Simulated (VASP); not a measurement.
Input:

```
CELL_PARAMETERS angstrom
      3.03519     0.00000     0.00000
      0.00000     3.03519     0.00000
      0.00000     0.00000     3.03519
ATOMIC_POSITIONS crystal
  Zn 0.50000 0.50000 0.50000
  Cu 0.00000 0.00000 0.00000
```

Calculation: RPBE GGA, VASP's PBE PAW potentials (set 64) (plane waves; VASP). Run with 520 eV cut-off, 12×12×12 Γ-centred mesh, first-order Methfessel-Paxton smearing of 0.10 eV, potentials Zn Cu.

Q: Estimate the energy per atom (σ→0), pressure, band gap (on the k-mesh) with the smallest direct gap where there is one.

A: 
```yaml
band gap (on the k-mesh): none (metal, semimetal or under 0.01 eV)
energy per atom (σ→0): -2.078 eV/atom
pressure: -2.57 GPa
```

The compound is CuZn in the CsCl type structure. This cell is one point of a volume scan, at 1.03 of the reference volume. The electron count is odd and the run is not spin-polarised, which forces a metal.
